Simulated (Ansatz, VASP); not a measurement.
## Cross-check of NaSrLiS2 between VASP and Ansatz

One calculation is typed for both programs; each brings its own data sets and cutoff. How far apart do they land? The cell is invented: As first built, before any earlier steps moved the atoms (in the runner's words): it takes the NaLiCdS2 structure with some of its atoms replaced by other elements, volume scaled by an estimate. It may not be a known or stable phase. The cell is taken from a series of VASP runs on this material, whose earlier steps may have relaxed, scaled or displaced it; both programs get it as it stands.

Method: plane waves, with VASP 6.6.1 beside it; single point at PBE, band structure at PBE and dielectric response at PBE, in Ansatz 0.2.0.

## Step 1: The starting structure

It takes space group P3m1 (No. 156, trigonal). Conventional cell: a = 4.366 Å, b = 4.366 Å, c = 7.494 Å, α = 90.00°, β = 90.00°, γ = 120.00°. Sr has 4 S at 2.84 to 2.87 Å nearest. Nearest to S lie 3 Sr at 2.84 Å and 3 Na at 2.99 Å. Nearest to S lie 3 Li at 2.52 Å and 1 Sr at 2.87 Å and 3 Na at 3.04 Å. Nearest to Na lie 3 Li at 2.99 Å and 6 S at 2.99 to 3.04 Å. Li has 3 S at 2.52 Å nearest. As first built, before any earlier steps moved the atoms (in the runner's words): sites of the NaLiCdS2 structure (space group 156) filled with other elements, volume scaled by an estimate. Farther neighbours and most contacts between anions are not listed.

Structure file:

```xyz
5
Lattice="4.3661 0.0000 0.0000 -2.1830 3.7812 0.0000 0.0000 0.0000 7.4937" Properties=species:S:1:pos:R:3 pbc="T T T"
Sr    2.1830    1.2604    2.6763
S     0.0000    2.5208    1.3650
S     2.1830    1.2604    5.5458
Na    0.0000    0.0000    7.2430
Li    0.0000    2.5208    5.6316
```

## Step 2: VASP: single point, PBE

With cell and atoms fixed, the geometry can't cause a difference; cores, projectors, grids and the points listed under the comparison can.

Lines of VASP's logs that name or quote its potential files are left out, and so is its time.

File INCAR:

```
SYSTEM = NaSrLiS2
PREC = Accurate
ENCUT = 650
EDIFF = 1E-06
NELM = 100
ISMEAR = 0
SIGMA = 0.05
LREAL = .FALSE.
ALGO = Normal
GGA = PE
NBANDS = 22
LORBIT = 11
LWAVE = .FALSE.
LCHARG = .TRUE.
ISIF = 2
LELF = .TRUE.
LVHAR = .TRUE.
```

File POSCAR:

```
NaSrLiS2
1.0
    4.3660983257      0.0000000000      0.0000000000
   -2.1830491678      3.7811520644      0.0000000000
    0.0000000000      0.0000000000      7.4936637596
Sr S Na Li
1 2 1 1
Direct
    0.6666666670      0.3333333330      0.3571367486
    0.3333333330      0.6666666670      0.1821602464
    0.6666666670      0.3333333330      0.7400622896
    0.0000000000      0.0000000000      0.9665531349
    0.3333333330      0.6666666670      0.7515155805
```

File KPOINTS:

```
Automatic mesh
0
Gamma
6 6 3
0 0 0
```

Potentials, in the order of the species: Sr_sv, S, Na_pv and Li_sv (PBE family, release 64).

On the command line:

```bash
$ mpirun -np 2 vasp_std
```

Numbers of over 12 decimals in the logs are rounded to 6 here.

Output:

```text
[banner, memory and clock lines left out]
running    2 mpi-ranks, on    1 nodes
 distrk:  each k-point on    2 cores,    1 groups
 distr:  one band on    1 cores,    2 groups

 POSCAR found type information on POSCAR SrS NaLi
 POSCAR found :  4 types and       5 ions
 LDA part: xc-table for (Slater+PW92), standard interpolation
 POSCAR, INCAR and KPOINTS ok, starting setup
 FFT: planning ... GRIDC
 FFT: planning ... GRID_SOFT
 FFT: planning ... GRID
 WAVECAR not read
 entering main loop
       N       E                     dE             d eps       ncg     rms          rms(c)
DAV:   1     0.259615939717E+03    0.25962E+03   -0.15283E+04   748   0.166E+03
DAV:   2     0.965934495555E+01   -0.24996E+03   -0.23497E+03   782   0.363E+02
DAV:   3    -0.195498452130E+02   -0.29209E+02   -0.28765E+02  1232   0.107E+02
DAV:   4    -0.214451781412E+02   -0.18953E+01   -0.18831E+01  1216   0.246E+01
DAV:   5    -0.216046134235E+02   -0.15944E+00   -0.15941E+00  1162   0.479E+00    0.169E+01
DAV:   6    -0.202978718982E+02    0.13067E+01   -0.26916E+00   966   0.688E+00    0.117E+01
DAV:   7    -0.202395369654E+02    0.58335E-01   -0.11485E+00  1096   0.469E+00    0.386E+00
DAV:   8    -0.202302731732E+02    0.92638E-02   -0.25487E-01   946   0.224E+00    0.732E-01
DAV:   9    -0.202291560595E+02    0.11171E-02   -0.16426E-02   952   0.635E-01    0.283E-01
DAV:  10    -0.202310426634E+02   -0.18866E-02   -0.21860E-03   884   0.248E-01    0.117E-01
DAV:  11    -0.202317447988E+02   -0.70214E-03   -0.68164E-04  1028   0.143E-01    0.679E-02
DAV:  12    -0.202319065452E+02   -0.16175E-03   -0.25033E-04   956   0.751E-02    0.236E-02
DAV:  13    -0.202319324083E+02   -0.25863E-04   -0.36288E-05  1018   0.288E-02    0.993E-03
DAV:  14    -0.202319374899E+02   -0.50816E-05   -0.64219E-06   790   0.115E-02    0.446E-03
DAV:  15    -0.202319392771E+02   -0.17872E-05   -0.15467E-06   756   0.663E-03    0.295E-03
DAV:  16    -0.202319395674E+02   -0.29029E-06   -0.34233E-07   638   0.362E-03
   1 F= -.20231940E+02 E0= -.20231940E+02  d E =-.732382E-15
```

OUTCAR, selected parts (step 2):

```text
ion  position               nearest neighbor table
   1  0.667  0.333  0.357-   2 2.84   2 2.84   2 2.84   3 2.87   4 3.86   4 3.86   4 3.86
   2  0.333  0.667  0.182-   1 2.84   1 2.84   1 2.84
   3  0.667  0.333  0.740-   5 2.52   5 2.52   5 2.52   1 2.87
   4  0.000  0.000  0.967-   1 3.86   1 3.86   1 3.86
   5  0.333  0.667  0.752-   3 2.52   3 2.52   3 2.52

  LATTYP: Found a hexagonal cell.
 ALAT       =     4.3660983257
 C/A-ratio  =     1.7163295924

 Subroutine GETGRP returns: Found  6 space group operations
 (whereof  6 operations were pure point group operations)

The static configuration has the point symmetry C_3v.

 Found     17 irreducible k-points:

   k-points           NKPTS =     17   k-points in BZ     NKDIM =     17   number of bands    NBANDS=     22

   dimension x,y,z NGX =    36 NGY =   36 NGZ =   64
   dimension x,y,z NGXF=    72 NGYF=   72 NGZF=  128

   ENCUT  =  650.0 eV  47.77 Ry    6.91 a.u.   9.08  9.08 15.58*2*pi/ulx,y,z

   NELECT =      32.0000    total number of electrons

 k-points in reciprocal lattice and weights: Automatic mesh
   0.00000000  0.00000000  0.00000000       0.009
   0.16666667  0.00000000  0.00000000       0.056
   0.33333333  0.00000000  0.00000000       0.056
   0.50000000  0.00000000  0.00000000       0.028
   0.16666667  0.16666667  0.00000000       0.056
   0.33333333  0.16666667  0.00000000       0.111
   0.33333333  0.33333333  0.00000000       0.019
   0.00000000  0.00000000  0.33333333       0.019
   0.16666667  0.00000000  0.33333333       0.056
[...]
-0.16666667  0.50000000  0.33333333       0.111
   0.33333333  0.33333333  0.33333333       0.037

 average (electrostatic) potential at core
       1 -38.7321       2 -88.4399       3 -88.1753       4 -47.3138       5 -62.8708

 E-fermi :   1.0142

 k-point     1 :       0.0000    0.0000    0.0000
  band No.  band energies     occupation
    ...
     12       0.1036      2.00000
     13       0.1036      2.00000
     14       0.5164      2.00000
     15       0.7279      2.00000
     16       0.7279      2.00000
     17       3.4295      0.00000
     18       5.7783      0.00000
     19       6.0438      0.00000
     20       6.0438      0.00000
     21       7.0671      0.00000
    ...

 k-point     2 :       0.1667    0.0000    0.0000
  band No.  band energies     occupation
    ...
     12      -0.2298      2.00000
     13       0.1081      2.00000
     14       0.2323      2.00000
     15       0.5566      2.00000
     16       0.5962      2.00000
     17       4.1043      0.00000
     18       5.3464      0.00000
     19       5.9262      0.00000
     20       6.1191      0.00000
     21       6.8584      0.00000
    ...

 k-point     3 :       0.3333    0.0000    0.0000
  band No.  band energies     occupation
    ...
     12      -0.5048      2.00000
     13      -0.3766      2.00000
     14       0.1031      2.00000
     15       0.3643      2.00000
     16       0.5394      2.00000
     17       4.5200      0.00000
     18       5.0248      0.00000
     19       5.9356      0.00000
     20       6.6164      0.00000
     21       7.0370      0.00000
    ...

  Total        0.0087292      0.0087292      0.0024352     -0.0000000     -0.0000000     -0.0000000
  in kB        0.1130511      0.1130511      0.0315381     -0.0000000     -0.0000000     -0.0000000
  external PRESSURE =       0.0858801 kB  Pullay stress =       0.0000000 kB

  energy-cutoff  :      650.00
  volume of cell :      123.71
      direct lattice vectors                 reciprocal lattice vectors
     4.366098326  0.000000000  0.000000000     0.229037444  0.132234830  0.000000000
    -2.183049168  3.781152064  0.000000000     0.000000000  0.264469660  0.000000000
     0.000000000  0.000000000  7.493663760     0.000000000  0.000000000  0.133446073

 POSITION                                       TOTAL-FORCE (eV/Angst)
 -----------------------------------------------------------------------------------
      2.18305      1.26038      2.67626        -0.000000      0.000000     -0.002835
     -0.00000      2.52077      1.36505        -0.000000     -0.000000      0.002087
      2.18305      1.26038      5.54578         0.000000      0.000000     -0.008251
      0.00000      0.00000      7.24302         0.000000     -0.000000      0.003554
     -0.00000      2.52077      5.63161        -0.000000     -0.000000      0.005445
 -----------------------------------------------------------------------------------
    total drift:                               -0.000001      0.000001     -0.001189

  FREE ENERGIE OF THE ION-ELECTRON SYSTEM (eV)
  ---------------------------------------------------
  free  energy   TOTEN  =       -20.2319395674 eV

  energy  without entropy=      -20.2319395674  energy(sigma->0) =      -20.23193957

 total charge
# of ion       s       p       d       tot
------------------------------------------
    1        2.022   5.781   0.239   8.042
    2        1.319   2.449   0.000   3.768
    3        1.312   2.428   0.000   3.740
    4        0.050   5.979   0.000   6.030
    5        2.017   0.045   0.000   2.062
--------------------------------------------------
tot          6.721  16.681   0.239  23.641

[... 3 further parts left out ...]
```

The run ends at a pressure of 0.01 GPa, with forces up to 0.0083 eV/Å.

## Step 3: Ansatz: single point, PBE

Ansatz runs on its default PAW (the set named soft_2) files.

The same cell, functional, mesh and smearing now go to Ansatz, which takes its cutoff from its data sets.

File input.yaml:

```yaml
crystal:
  lattice:
    - [4.3660983257, 0.0, 0.0]
    - [-2.1830491678, 3.7811520644, 0.0]
    - [0.0, 0.0, 7.4936637596]
  atoms:
    - { symbol: Sr, position: [0.666666667, 0.333333333, 0.3571367486] }
    - { symbol: S, position: [0.333333333, 0.666666667, 0.1821602464] }
    - { symbol: S, position: [0.666666667, 0.333333333, 0.7400622896] }
    - { symbol: Na, position: [0.0, 0.0, 0.9665531349] }
    - { symbol: Li, position: [0.333333333, 0.666666667, 0.7515155805] }
hamiltonian:
  xc: pbe
  pseudopotentials: { kind: paw }
kpoints:
  mp_grid: { grid: [6, 6, 3] }
scf:
  occupations: { method: gaussian, width: 0.05 }
  n_extra_bands: 5
output:
  forces: true
  stress: true
  eigenvalues: true
```

On the command line:

```bash
$ ansatz run input.yaml --threads 2 --pin off --max-ram 4608MiB --backend cpu --events-out ev --progress --plain --runs-dir out
```

Output:

```text
scf.n_extra_bands = 5 over 17 filled bands (N_el = 34.0): the run solves 22 bands
Engine: ansatz 0.2.0, aarch64-unknown-linux-gnu
Pseudopotentials: kind: paw
Pseudopotential: Sr, paw, valence charge 10, recommended cutoff 420 eV (normal), Sr.paw.azcp
Pseudopotential: S, paw, valence charge 6, recommended cutoff 420 eV (normal), S.paw.azcp
Pseudopotential: Na, paw, valence charge 9, recommended cutoff 420 eV (normal), Na.paw.azcp
Pseudopotential: Li, paw, valence charge 3, recommended cutoff 420 eV (normal), Li.paw.azcp
Functional definition: PBE
  parameter kappa = 0.804
  parameter beta = 0.066725
  exchange = pbe_x(kappa = kappa, mu = beta*pi^2/3)
  correlation = pbe_c(beta = beta)
Crystal: 5 atoms, lattice volume = 123.712 Å³
Basis set: ecut = 420 eV, 2431 PW (Γ), exchange–correlation on 60×60×108 points (8 copies of the dense FFT grid, shifted against one another)
Bands: 22, of which v1, the nominal top of the filled ones, is band 17 counted from 1 (16 counted from 0)
Symmetry: 6 space group operations
Space group: P3m1 (ITA 156), of the structure as read, at distance tolerance 5.0e-5 Å
k-points: 17 of 108 (time reversal used)
Non-local potential: Sr, projectors of the file, l = 0: 3, l = 1: 2, l = 2: 2
Non-local potential: S, projectors of the file, l = 0: 2, l = 1: 2, l = 2: 2
Non-local potential: Na, projectors of the file, l = 0: 3, l = 1: 2, l = 2: 1
Non-local potential: Li, projectors of the file, l = 0: 3, l = 1: 2, l = 2: 1
PAW form: soft (Blöchl's): semilocal exchange-correlation on the pseudo side does not see the compensation charge
PAW one-centre angular grid: Sr, 110 points (default); XC on 64 Gauss nodes
PAW one-centre angular grid: S, 110 points (default); XC on 64 Gauss nodes
PAW one-centre angular grid: Na, 110 points (default); XC on 64 Gauss nodes
PAW one-centre angular grid: Li, 110 points (default); XC on 64 Gauss nodes
Initial density: superposition of atomic densities (neutral atoms: chi_scale 0, normalization atom), corrected by the library's trained network
Initial wavefunctions: pseudopotential atomic-orbital guess
Functional: x = pbe(κ = 0.804, μ = 0.219515), c = pbe(β = 0.066725)
SCF iter   1: F=—  HF=-7046.624873 eV  |F-HF|=—  |Δ(HF+E_count)|=         —  Δρ=8.83e-4  dr2=2.31e-3  ethr=1.77e-3  ⟨swp⟩=10.6  Hψ=2439  notcnv=0
preconditioner: auto → Resta (q_TF=auto, 2.200 Å⁻¹)  ε∞=2.8  [insulator: Δε(μ)=2.632 eV  Ē_g=11.684 eV  σ=0.050 eV  W_gap=1.00  n_scr=22 (ndim 8)  ℏωp=15.7 eV  f_vac=0.030  D(μ)=0.00/eV (n_scr^D=0)  ε∞_Penn≈2.8]
SCF iter   2: F=—  HF=-7046.625529 eV  |F-HF|=—  |Δ(HF+E_count)|=   6.56e-4  Δρ=4.70e-4  dr2=5.08e-4  ethr=6.80e-6  ⟨swp⟩=2.6  Hψ=766  notcnv=0  defer=1
SCF iter   3: F=—  HF=-7046.625601 eV  |F-HF|=—  |Δ(HF+E_count)|=   7.28e-5  Δρ=1.40e-4  dr2=5.27e-5  ethr=1.50e-6  ⟨swp⟩=2.0  Hψ=459  notcnv=0  defer=1
SCF iter   4: F=—  HF=-7046.625628 eV  |F-HF|=—  |Δ(HF+E_count)|=   2.62e-5  Δρ=5.07e-5  dr2=5.21e-6  ethr=1.55e-7  ⟨swp⟩=2.0  Hψ=469  notcnv=0  defer=1
SCF iter   5: F=—  HF=-7046.625629 eV  |F-HF|=—  |Δ(HF+E_count)|=   1.14e-6  Δρ=1.58e-5  dr2=5.42e-7  ethr=1.53e-8  ⟨swp⟩=2.0  Hψ=492  notcnv=0  defer=1
SCF iter   6: F=-7046.625629 eV  HF=-7046.625629 eV  |F-HF|=5.46e-8  |Δ(HF+E_count)|=   5.24e-7  Δρ=4.25e-6  dr2=3.48e-8  ethr=2.94e-10  ⟨swp⟩=10.3  Hψ=1942  notcnv=0
SCF 1 converged in 6 iterations: F = -7046.625629 eV  dr2 = 3.48e-8
  greatest PAW one-centre occupation: 1.000 electrons in one spin orbital (limit 2), on the Li atom at site 4 (counted from 0), in its partial waves of l = 0
SCF converged after 6 iterations
Free energy (F): -7046.625629 eV
Harris-Foulkes:  -7046.625629 eV  (|F-HF|=5.46e-8)
Internal energy: -7046.625629 eV  (E = F + TS)
E sigma→0 (E₀):  -7046.625629 eV
Fermi energy:    4.514507 eV
--- Per-component energies (eV) ---
  E_band       = -426.531409
  E_kinetic    = 603.299448
  E_local      = -2528.635196  (includes V_loc(G=0)·N_el)
  E_nonlocal   = 340.508456
  E_hartree    = 832.472808
  E_xc         = -419.413067
  E_vxc        = -403.583152  (∫ρ·V_xc dr)
  E_paw        = -4179.458439  (= ΣΔE_a)
  E_vpaw       = -103.066994  (= ΣTr[D̂ρ^β])
  E_aug_tail   = 0.000004  (compensation charges beyond the density's cutoff)
  E_ewald      = -1695.399642
  E_smearing   = -0.000000  (= −TS)
  E_closure    = 0.000000  (closes the sum)
  Σ components = -7046.625629   (vs F -7046.625629, Δ=0.00e0)
--- Forces (eV/Å), atoms counted from 1 ---
  atom   1  Sr     0.00000000     0.00000000    -0.01044386
  atom   2  S      0.00000000     0.00000000     0.02446703
  atom   3  S     -0.00000000     0.00000000    -0.02551293
  atom   4  Na    -0.00000000     0.00000000     0.00479869
  atom   5  Li    -0.00000000     0.00000000     0.00665836
  max |Σ_I F_I| component: 3.27e-5 eV/Å
--- Stress (GPa, compression-positive) ---
       -0.045103      -0.000000       0.000000
       -0.000000      -0.045103       0.000000
        0.000000       0.000000      -0.071005
  P = ⅓ Tr σ = -0.0537 GPa (-0.537 kbar)
--- Band table (eV; the first three rows and the last of 17) ---
  k-point 0: bands = [... 13 lower, 2.5311, 2.9462, 3.1562, 3.1562, 5.8500, 8.1981, 8.4796, 8.4796, ... 1 higher]
  k-point 1: bands = [... 13 lower, 2.5116, 2.5297, 3.1778, 3.1778, 6.5255, 8.0684, 8.5468, 8.5468, ... 1 higher]
  k-point 2: bands = [... 13 lower, 2.5356, 2.6600, 2.9860, 3.0246, 6.5247, 7.7787, 8.3569, 8.5548, ... 1 higher]
  k-point 16: bands = [... 13 lower, 1.8554, 2.1105, 2.7630, 3.0926, 6.9801, 7.1890, 8.9216, 9.1019, ... 1 higher]
```

Wall time 4.5 s (2 threads of Arm Neoverse N1, shared host); peak memory 0.34 GiB; 8.6 s of CPU time.

In the SCF lines HF is the Harris–Foulkes energy and dr2 the Hartree energy of the density residual, in eV; the loop may stop once dr2 is under the threshold and the program's other checks hold. Hψ counts applications of the Hamiltonian.

The run ends at a pressure of -0.05 GPa, with forces up to 0.026 eV/Å.

## Step 4: Comparison

Known differences besides the potentials themselves: the data sets hold 34 valence electrons in Ansatz (default PAW (the set named soft_2) files) and 32 in VASP; the cutoff is 420 eV in Ansatz and 650 eV in VASP; VASP leaves aspherical gradient terms in its spheres out (LASPH is not set), Ansatz keeps them. Total energies have different zeros and are not compared.

The two programs side by side:

| quantity | Ansatz | VASP | difference |
| --- | --- | --- | --- |
| pressure (GPa) | -0.05 | 0.01 | -0.06 |
| gap on the k mesh (eV) | 2.672 | 2.680 | -0.008 |

At this near-relaxed geometry the largest component of a force difference is 22 meV/Å. A gap on the mesh is an upper bound, since the band edges may lie between its points.

(Continued in part 2 of 2.)

[Lines on the potential files, build, host, timing and source positions are cut from VASP's logs without a mark.]

[Logs are printed without paths, hosts, clocks, repeated set-up lines and the standing remarks that a program may print on its own settings, such as how far it seeks lower states.]

[Hosts, paths, dates, database ids (printed as entryN), source tags and the programs' standing remarks are cut or masked in the printed files.]
